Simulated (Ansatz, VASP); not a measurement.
**Cross-check of Al22Ga16O57 between VASP and Ansatz**

One calculation is typed for both programs; each brings its own data sets. How far apart do they land? The structure shown is frame 101 of Ansatz's trajectory.

Calculated with Ansatz 0.2.0; plane waves, with VASP 6.6.1 beside it; single point at revPBE.

## Step 1: Starting point

The cell holds 95 atoms: 16 Ga, 22 Al and 57 O. Cell: a = 9.820 Å, b = 9.820 Å, c = 9.820 Å, α = 90.0°, β = 90.0°, γ = 90.0°. As first built, before any earlier steps moved the atoms (in the runner's words): 95 atoms (16 Fe, 22 Al, 57 O) placed at random at 3.62 g/cm^3, melted at 5000 K for 10 ps at fixed volume with the Morse and Coulomb pair potential with partial charges (Pedone, Malavasi, Menziani, Cormack and Segre, J. Phys. Chem. B 110, 11780 (2006)). Quenched from 5000 K to 300 K at 100 K/ps and fixed volume, held 10 ps at zero pressure, then minimised at fixed cell. Then Fe was replaced by Ga and the cell scaled by 1.006 (the potential has no terms for the new elements, so the cell is a start for a DFT relaxation).

## Step 2: Ansatz: dynamics, revPBE

Ansatz runs on its default PAW (the set named soft_2) files.

One frame of this run of dynamics is then solved in both programs, so the motion causes no difference.

Input file input.yaml:

```yaml
crystal:
  lattice:
    - [9.81985, 0.0, 0.0]
    - [0.0, 9.81985, 0.0]
    - [0.0, 0.0, 9.81985]
  atoms:
    - { symbol: Ga, position: [0.4423, 0.91222, 0.70249] }
    - { symbol: Ga, position: [0.22053, 0.69405, 0.74208] }
    - { symbol: Ga, position: [0.71797, 0.04625, 0.88625] }
    - { symbol: Ga, position: [0.20706, 0.80497, 0.0287] }
    - { symbol: Ga, position: [0.02935, 0.46206, 0.30495] }
    - { symbol: Ga, position: [0.58349, 0.01844, 0.43022] }
    - { symbol: Ga, position: [0.98077, 0.05649, 0.11156] }
    - { symbol: Ga, position: [0.2915, 0.03675, 0.2305] }
    - { symbol: Ga, position: [0.56123, 0.49261, 0.37029] }
    - { symbol: Ga, position: [0.72144, 0.59049, 0.83636] }
    - { symbol: Ga, position: [0.7622, 0.49505, 0.10097] }
    - { symbol: Ga, position: [0.7802, 0.70738, 0.3804] }
    - { symbol: Ga, position: [0.01439, 0.51763, 0.95983] }
    - { symbol: Ga, position: [0.03175, 0.22893, 0.5426] }
    - { symbol: Ga, position: [0.92323, 0.27753, 0.80382] }
    - { symbol: Ga, position: [0.94386, 0.80664, 0.84851] }
    - { symbol: Al, position: [0.1323, 0.02251, 0.8056] }
    - { symbol: Al, position: [0.73488, 0.8139, 0.63184] }
    - { symbol: Al, position: [0.63157, 0.33219, 0.86404] }
    - { symbol: Al, position: [0.67443, 0.26073, 0.59164] }
    - { symbol: Al, position: [0.15368, 0.26084, 0.9836] }
    - { symbol: Al, position: [0.4006, 0.46994, 0.93322] }
    - { symbol: Al, position: [0.06931, 0.77994, 0.28114] }
    - { symbol: Al, position: [0.88531, 0.00728, 0.42201] }
    - { symbol: Al, position: [0.34372, 0.75761, 0.43061] }
    - { symbol: Al, position: [0.95571, 0.54738, 0.59586] }
    - { symbol: Al, position: [0.14083, 0.92371, 0.54771] }
    - { symbol: Al, position: [0.57623, 0.24606, 0.16022] }
    - { symbol: Al, position: [0.42401, 0.13751, 0.93669] }
    - { symbol: Al, position: [0.27405, 0.4506, 0.62264] }
[... 59 atom lines left out ...]
    - { symbol: O, position: [0.81745, 0.95656, 0.0281] }
    - { symbol: O, position: [0.833, 0.68144, 0.98175] }
    - { symbol: O, position: [0.79432, 0.90287, 0.77242] }
    - { symbol: O, position: [0.96177, 0.30324, 0.37713] }
    - { symbol: O, position: [0.0214, 0.12297, 0.71528] }
    - { symbol: O, position: [0.65352, 0.86249, 0.30626] }
kpoints:
  mp_grid: { grid: [1, 1, 1] }
hamiltonian:
  xc: revpbe
scf:
  occupations: { method: fixed }
output:
  forces: true
md:
  timestep: 1.0
  n_steps: 304
  ensemble: nvt_nose_hoover
  temperature: 300
  initial_velocities: maxwell_boltzmann
  seed: 3324
```

Started as:

```bash
$ ansatz run input.yaml --threads 4 --pin off --max-ram 8192MiB --backend cpu --events-out ev --progress --plain --runs-dir out
```

Numbers of over 12 decimals in the logs are rounded to 6 here.

What it wrote:

```text
Warning: md: disabling space-group detection — thermal motion breaks the input geometry's symmetry, so no spatial operation reduces the k-mesh or symmetrises the density; time reversal is kept, so that k and −k are solved as one point where they differ and the mesh holds both, and exact exchange and, on two spinor components, a DFT+U term hold to it where the run has them: on two components no moment then forms, and  [...]
Engine: ansatz 0.2.0, aarch64-unknown-linux-gnu
Pseudopotentials: kind: paw
Pseudopotential: Ga, paw, valence charge 13, recommended cutoff 420 eV (normal), Ga.paw.azcp
Pseudopotential: Al, paw, valence charge 3, recommended cutoff 420 eV (normal), Al.paw.azcp
Pseudopotential: O, paw, valence charge 6, recommended cutoff 420 eV (normal), O.paw.azcp
Functional definition: revPBE
  parameter kappa = 1.245
  parameter beta = 0.066725
  exchange = pbe_x(kappa = kappa, mu = beta*pi^2/3)
  correlation = pbe_c(beta = beta)
Crystal: 95 atoms, lattice volume = 946.923 Å³
Basis set: ecut = 420 eV, 18613 PW (Γ), exchange–correlation on 144×144×144 points (8 copies of the dense FFT grid, shifted against one another)
Bands: 403, of which v1, the nominal top of the filled ones, is band 308 counted from 1 (307 counted from 0)
Symmetry: 1 space group operations
k-points: 1
Non-local potential: Ga, projectors of the file, l = 0: 2, l = 1: 2, l = 2: 3, l = 3: 1
Non-local potential: Al, projectors of the file, l = 0: 2, l = 1: 2, l = 2: 1
Non-local potential: O, projectors of the file, l = 0: 2, l = 1: 2, l = 2: 1
PAW form: soft (Blöchl's): semilocal exchange-correlation on the pseudo side does not see the compensation charge
PAW frozen core: Ga, regenerated for the run's functional, and the local potential with it (the file was generated under x = pbe(κ = 0.804, μ = 0.219515), c = pbe(β = 0.066725))
PAW frozen core: Al, regenerated for the run's functional, and the local potential with it (the file was generated under x = pbe(κ = 0.804, μ = 0.219515), c = pbe(β = 0.066725))
PAW frozen core: O, regenerated for the run's functional, and the local potential with it (the file was generated under x = pbe(κ = 0.804, μ = 0.219515), c = pbe(β = 0.066725))
PAW one-centre angular grid: Ga, 590 points (default); XC on 64 Gauss nodes
PAW one-centre angular grid: Al, 110 points (default); XC on 64 Gauss nodes
PAW one-centre angular grid: O, 110 points (default); XC on 64 Gauss nodes
Initial density: superposition of atomic densities (neutral atoms: chi_scale 0, normalization atom), corrected by the library's trained network
Initial wavefunctions: pseudopotential atomic-orbital guess
Functional: x = revpbe(κ = 1.245, μ = 0.219515), c = pbe(β = 0.066725)
SCF iter   1: F=—  HF=-104953.839817 eV  |F-HF|=—  |Δ(HF+E_count)|=         —  Δρ=4.48e-3  dr2=1.86e-1  ethr=1.77e-3  ⟨swp⟩=5.0  Hψ=1280  notcnv=0  defer=92
preconditioner: auto → Resta (q_TF=auto, 2.540 Å⁻¹)  ε∞=4.0  [insulator: Δε(μ)=2.678 eV  Ē_g=17.397 eV  n_scr=250 (ndim 8)  ℏωp=29.9 eV  f_vac=0.016  ε∞_Penn≈4.0]
SCF iter   2: F=—  HF=-104953.808711 eV  |F-HF|=—  |Δ(HF+E_count)|=   3.11e-2  Δρ=2.13e-3  dr2=2.65e-2  ethr=3.01e-5  ⟨swp⟩=2.0  Hψ=720  notcnv=0  defer=93
SCF iter   3: F=—  HF=-104953.811007 eV  |F-HF|=—  |Δ(HF+E_count)|=   2.30e-3  Δρ=8.90e-4  dr2=7.30e-3  ethr=4.31e-6  ⟨swp⟩=3.0  Hψ=602  notcnv=0  defer=93
SCF iter   4: F=—  HF=-104953.811823 eV  |F-HF|=—  |Δ(HF+E_count)|=   8.16e-4  Δρ=2.40e-4  dr2=4.96e-4  ethr=1.19e-6  ⟨swp⟩=2.0  Hψ=485  notcnv=0  defer=93
SCF iter   5: F=—  HF=-104953.811931 eV  |F-HF|=—  |Δ(HF+E_count)|=   1.08e-4  Δρ=1.19e-4  dr2=1.20e-4  ethr=8.06e-8  ⟨swp⟩=2.0  Hψ=618  notcnv=0  defer=93
SCF iter   6: F=—  HF=-104953.812012 eV  |F-HF|=—  |Δ(HF+E_count)|=   8.13e-5  Δρ=3.67e-5  dr2=1.34e-5  ethr=1.95e-8  ⟨swp⟩=2.0  Hψ=591  notcnv=0  defer=90
SCF iter   7: F=—  HF=-104953.813314 eV  |F-HF|=—  |Δ(HF+E_count)|=   1.30e-3  Δρ=2.05e-5  dr2=3.79e-6  ethr=2.18e-9  ⟨swp⟩=2.0  Hψ=711  notcnv=0  defer=90
SCF iter   8: F=—  HF=-104953.813317 eV  |F-HF|=—  |Δ(HF+E_count)|=   2.16e-6  Δρ=4.96e-6  dr2=2.69e-7  ethr=6.15e-10  ⟨swp⟩=2.0  Hψ=616  notcnv=0  defer=90
SCF iter   9: F=—  HF=-104953.813317 eV  |F-HF|=—  |Δ(HF+E_count)|=   4.20e-7  Δρ=4.13e-6  dr2=1.30e-7  ethr=1.54e-11  ⟨swp⟩=4.0  Hψ=1273  notcnv=0
SCF iter  10: F=-104953.813317 eV  HF=-104953.813317 eV  |F-HF|=1.04e-8  |Δ(HF+E_count)|=   1.25e-9  Δρ=1.04e-6  dr2=9.49e-9  ethr=1.54e-11  ⟨swp⟩=4.0  Hψ=1183  notcnv=0
[...]
md step   296: t =   296.00 fs  T =   288.4 K  F+E_penalty+E_count = -104952.48651321 eV  E_kin = 3.503594 eV  conserved = -104950.16501211 eV  (3 SCF iters)
md step   297: t =   297.00 fs  T =   287.2 K  F+E_penalty+E_count = -104952.46974473 eV  E_kin = 3.489121 eV  conserved = -104950.16491587 eV  (3 SCF iters)
md step   298: t =   298.00 fs  T =   287.6 K  F+E_penalty+E_count = -104952.47240100 eV  E_kin = 3.493980 eV  conserved = -104950.16494284 eV  (3 SCF iters)
md step   299: t =   299.00 fs  T =   289.5 K  F+E_penalty+E_count = -104952.49397375 eV  E_kin = 3.517673 eV  conserved = -104950.16509487 eV  (3 SCF iters)
md step   300: t =   300.00 fs  T =   292.8 K  F+E_penalty+E_count = -104952.53201251 eV  E_kin = 3.557776 eV  conserved = -104950.16535159 eV  (8 SCF iters)
md step   301: t =   301.00 fs  T =   297.1 K  F+E_penalty+E_count = -104952.58241759 eV  E_kin = 3.610230 eV  conserved = -104950.16567649 eV  (4 SCF iters)
md step   302: t =   302.00 fs  T =   302.0 K  F+E_penalty+E_count = -104952.63999803 eV  E_kin = 3.669885 eV  conserved = -104950.16602308 eV  (3 SCF iters)
md step   303: t =   303.00 fs  T =   307.1 K  F+E_penalty+E_count = -104952.69918188 eV  E_kin = 3.731210 eV  conserved = -104950.16634471 eV  (3 SCF iters)
[...]
md step   304: t =   304.00 fs  T =   311.8 K  F+E_penalty+E_count = -104952.75473816 eV  E_kin = 3.788997 eV  conserved = -104950.16660355 eV  (8 SCF iters)
SCF converged after 8 iterations
Free energy (F): -104952.754738 eV
Harris-Foulkes:  -104952.754738 eV  (|F-HF|=7.95e-9)
Internal energy: -104952.754738 eV  (E = F + TS)
E sigma→0 (E₀):  -104952.754738 eV
Fermi energy:    7.845630 eV
--- Per-component energies (eV) ---
  E_band       = -459.035365
  E_kinetic    = 12587.179959
  E_local      = -55714.869841  (includes V_loc(G=0)·N_el)
  E_nonlocal   = 9841.536220
  E_hartree    = 24380.879471
  E_xc         = -6232.598227
  E_vxc        = -6984.961290  (∫ρ·V_xc dr)
  E_paw        = -51460.962301  (= ΣΔE_a)
  E_vpaw       = -8949.820620  (= ΣTr[D̂ρ^β])
  E_aug_tail   = 0.139767  (compensation charges beyond the density's cutoff)
  E_ewald      = -38351.431947
  E_core_change = -2.627840  (= ΣΔE_core)
  E_smearing   = -0.000000  (= −TS)
  E_closure    = 0.000000  (closes the sum)
  Σ components = -104952.754738   (vs F -104952.754738, Δ=0.00e0)
--- Forces (eV/Å), atoms counted from 1 ---
  atom   1  Ga    -0.47816842     0.40430661     0.67211504
  atom   2  Ga    -0.35838169    -0.16455148    -0.02329251
  atom   3  Ga     0.36077934    -0.18158841    -0.05889055
  atom   4  Ga    -0.63987528     0.33707814    -0.50802636
  atom   5  Ga     0.72679952     0.33791554    -0.01417143
  atom   6  Ga     0.85672408     0.64247400    -0.40364585
  atom   7  Ga    -0.61000031    -0.07441767    -0.27776944
  atom   8  Ga    -0.12723337    -0.41680015     0.37213984
  atom   9  Ga    -0.25483595    -0.25579849    -0.04619112
  atom  10  Ga    -0.40404907     0.10760946    -0.65671272
  atom  11  Ga     0.72854600     1.31309299    -1.53951929
  atom  12  Ga     0.58557701     1.19366173     0.47111339
  atom  13  Ga    -0.00787081    -1.00199443     0.69761802
  atom  14  Ga    -0.46957300     0.31650596     0.31874680
  atom  15  Ga    -0.25563605     0.57662683     0.24562395
  atom  16  Ga     0.16533636    -0.73079705     0.52102375
  atom  17  Al     0.42801669     0.19765320     0.13373559
  atom  18  Al     1.86367683     0.02731086     0.41072798
  atom  19  Al    -0.92338698     0.94342812     0.63773424
  atom  20  Al     0.21853717    -0.26746286    -0.26152092
  atom  21  Al    -0.07683686    -0.35511301    -0.20709068
  atom  22  Al    -0.74542817    -0.36174951     0.53457165
  atom  23  Al     0.97202739    -0.64970633     0.22900660
  atom  24  Al    -0.60395972    -1.56937488     0.99379927
[...]
atom  88  O      0.34525056    -0.03354305    -0.17208061
  atom  89  O     -1.06719893    -0.70224128    -1.52371438
  atom  90  O      0.43453129    -0.13319799     0.96570157
  atom  91  O      0.11524132     0.04045413    -0.13776693
  atom  92  O     -0.21647603    -0.45207981    -0.44617117
  atom  93  O     -0.20390234    -0.83092530     0.90768834
  atom  94  O      0.39048957    -0.15470150    -1.54042063
  atom  95  O     -0.86821055     0.91556093     0.73407344
  max |Σ_I F_I| component: 5.79e-5 eV/Å
--- MD trajectory: 304 steps, t = 0.0 → 304.0 fs ---
  final state: T = 311.8 K   F+E_penalty+E_count = -104952.75473816 eV   E_kin = 3.788997 eV
  conserved energy: peak-to-peak 3.532e-3 eV (3.718e-5 eV/atom) over 304.0 fs
```

## Step 3: VASP: single point, revPBE

The same cell, functional and mesh now go to VASP, with its own data sets.

Lines of VASP's logs that name or quote its potential files are left out, and so is its time.

Input file INCAR:

```
SYSTEM = Al22Ga16O57
PREC = Accurate
ENCUT = 520
EDIFF = 1E-06
NELM = 120
ISMEAR = 0
SIGMA = 0.01
LREAL = Auto
ALGO = Normal
GGA = RE
NBANDS = 376
LORBIT = 11
LWAVE = .FALSE.
LCHARG = .FALSE.
ISIF = 2
LASPH = .TRUE.
GGA_COMPAT = .FALSE.
EFERMI = MIDGAP
NCORE = 2
```

Input file POSCAR:

```
Al22Ga16O57
1.0
    9.8198500000      0.0000000000      0.0000000000
    0.0000000000      9.8198500000      0.0000000000
    0.0000000000      0.0000000000      9.8198500000
Ga Al O
16 22 57
Direct
    0.4378478286      0.9289042093      0.6886561404
    0.2215512457      0.6910594357      0.7488098087
    0.7123937738      0.0367826392      0.8820501331
    0.1929968380      0.8119981466      0.0216602087
    0.0300717424      0.4582452889      0.3034873241
    0.5808031691      0.0153668335      0.4315544535
    0.9724181123      0.0612229311      0.1130872671
    0.2670509224      0.0361105312      0.2194941878
    0.5586439711      0.4744777161      0.3633558557
    0.7363147095      0.5802939963      0.8452471270
    0.7564372165      0.4806692567      0.1226698982
    0.7813459472      0.7130556984      0.3841810211
    0.0101732715      0.5160567626      0.9620309883
    0.0364873191      0.2341379960      0.5386742160
    0.9375499626      0.2784665754      0.8045031238
    0.9478454355      0.8006843282      0.8517543547
    0.1308981298      0.0176479274      0.8066823831
    0.7254591465      0.8053381671      0.6417205965
    0.6361807971      0.3258807416      0.8740357541
    0.6792873618      0.2683951384      0.5966180746
    0.1596460231      0.2609612163      0.9822960636
    0.4025112400      0.4547014466      0.9239652337
    0.0655712664      0.7702867152      0.2762363987
    0.8854106733      0.0096335484      0.4376747099
    0.3490073677      0.7575879469      0.4340697668
    0.9681614281      0.5563934276      0.5989399023
    0.1479554168      0.9247188094      0.5437761269
    0.5696115521      0.2303192004      0.1625788581
    0.4281022623      0.1338818821      0.9421019669
    0.2847294001      0.4634286674      0.6023106259
[... 59 atom lines left out ...]
    0.8150124493      0.9798724013      0.0395627224
    0.8360514672      0.6955707063      0.9770312174
    0.8096966858      0.9180384629      0.7700830461
    0.9599637469      0.3039150293      0.3717775730
    0.0372510782      0.1403891098      0.7078621364
    0.6582687108      0.8692189799      0.3099130842
```

Input file KPOINTS:

```
Automatic mesh
0
Gamma
1 1 1
0 0 0
```

The projector-augmented-wave data sets are Ga_d, Al and O (PBE family, release 64).

Started as:

```bash
$ mpirun -np 8 vasp_gam
```

What it wrote:

```text
[banner, memory and clock lines left out]
running    8 mpi-ranks, on    1 nodes
[...]
|                                                                             |
|               ----> ADVICE to this user running VASP <----                  |
|                                                                             |
|     You enforced a specific xc type in the INCAR file but a different       |
|     [... a line on the potential file left out ...]
|     I HOPE YOU KNOW WHAT YOU ARE DOING!                                     |
|                                                                             |

 LDA part: xc-table for (Slater+PW92), standard interpolation
 POSCAR, INCAR and KPOINTS ok, starting setup
[...]
entering main loop
       N       E                     dE             d eps       ncg     rms          rms(c)
DAV:   1     0.163070523572E+05    0.16307E+05   -0.22751E+05   768   0.275E+03
DAV:   2     0.373634553318E+04   -0.12571E+05   -0.11761E+05   752   0.867E+02
DAV:   3    -0.196537874683E+03   -0.39329E+04   -0.36831E+04  1024   0.354E+02
DAV:   4    -0.670567372655E+03   -0.47403E+03   -0.46735E+03  1056   0.134E+02
[...]
DAV:  17    -0.599188497991E+03   -0.88450E-05   -0.86270E-05  1104   0.416E-02    0.840E-03
DAV:  18    -0.599188500587E+03   -0.25965E-05   -0.34681E-05   896   0.227E-02    0.591E-03
DAV:  19    -0.599188500656E+03   -0.68962E-07   -0.70855E-06   776   0.174E-02
   1 F= -.59918850E+03 E0= -.59918850E+03  d E =0.000000E+00
```

From OUTCAR (step 3):

```text
  Total       62.4118548     60.0715428     78.9943528      0.7271452      0.0412585      6.6733971
  in kB      105.5998035    101.6400351    133.6571099      1.2303174      0.0698087     11.2912752
  external PRESSURE =     113.6323162 kB  Pullay stress =       0.0000000 kB

 POSITION                                       TOTAL-FORCE (eV/Angst)
 -----------------------------------------------------------------------------------
      4.29960      9.12170      6.76250        -0.200805      0.193000      0.190060
      2.17560      6.78610      7.35320         0.518387     -0.206946     -0.857949
      6.99560      0.36120      8.66160         0.925234     -0.264750     -0.011121
      1.89520      7.97370      0.21270         0.545115      0.168902      0.824521
      0.29530      4.49990      2.98020         0.489370      0.506699      0.727090
      5.70340      0.15090      4.23780         0.472268     -0.913330      0.697922
      9.54900      0.60120      1.11050        -0.468404      0.390303      0.600364
      2.62240      0.35460      2.15540         0.322931     -0.073926     -0.349194
      5.48580      4.65930      3.56810        -0.314859      0.728434      0.404004
      7.23050      5.69840      8.30020        -0.485572      0.268704     -0.724041
      7.42810      4.72010      1.20460         0.306719      2.734331     -1.115784
[...]
3.06980      5.52520      1.66680        -0.267951     -0.057256      0.685332
      7.47920      8.00140      1.17160         0.747735      1.758690     -1.059836
[...]
-----------------------------------------------------------------------------------
    total drift:                               -0.021111      0.003949     -0.003030

  FREE ENERGIE OF THE ION-ELECTRON SYSTEM (eV)
  ---------------------------------------------------
  free  energy   TOTEN  =      -599.1885006564 eV

  energy  without entropy=     -599.1885006564  energy(sigma->0) =     -599.18850066

[... 3 further parts left out ...]
[key lines of the parts left out:]
E-fermi :   6.7029
```

The run ends at a pressure of 11.36 GPa, with forces up to 3.0 eV/Å.

## Step 4: Side by side

Known differences besides the potentials themselves: fixed occupations in Ansatz, narrow Gaussian smearing in VASP; the cutoff is 420 eV in Ansatz and 520 eV in VASP (PREC = Accurate, projectors in real space); Ansatz makes its cores anew for this functional, VASP keeps those of its PBE data sets. Total energies have different zeros and are not compared.

Forces on 8 of the 95 atoms, those with the largest forces and the largest differences (eV/Å; atoms numbered as in POSCAR):

```
atom          Ansatz x, y, z            VASP x, y, z
 Ga6    0.441, -1.000, 0.723    0.472, -0.913, 0.698
Ga11    0.322, 2.850, -1.177    0.307, 2.734, -1.116
Al22    -0.417, 1.905, 0.489    -0.432, 1.917, 0.482
Al35    0.732, 1.746, -1.061    0.748, 1.759, -1.060
 O51   -0.570, -2.834, 0.390   -0.578, -2.750, 0.380
 O55  -0.659, -1.386, -1.457  -0.693, -1.386, -1.420
 O66   0.027, -0.173, -2.074   0.018, -0.169, -2.095
 O90  -1.758, -1.631, -0.350  -1.770, -1.674, -0.334
```

The forces differ by 25 meV/Å r.m.s., which is 3.5 % of the r.m.s. force of 0.710 eV/Å (both taken over all components).

## Step 5: Outcome

| Property | Result |
| --- | --- |
| r.m.s. force difference (single point, revPBE) | 3.5 % of the r.m.s. force |

The r.m.s. force difference is 3.5 % of the r.m.s. force (single point, revPBE), beyond the 3 % picked in this series as the mark of a large difference. What causes the difference of the single point, revPBE pair stays open here. 2 further runs of this series are not shown here. How closely two codes agree says nothing of how well the functional describes the real material.

[Lines on the potential files, build, host, timing and source positions are cut from VASP's logs without a mark.]

[Logs are printed without paths, hosts, clocks, repeated set-up lines and the standing remarks that a program may print on its own settings, such as how far it seeks lower states.]

[Hosts, paths, dates, database ids (printed as entryN), source tags and the programs' standing remarks are cut or masked in the printed files.]
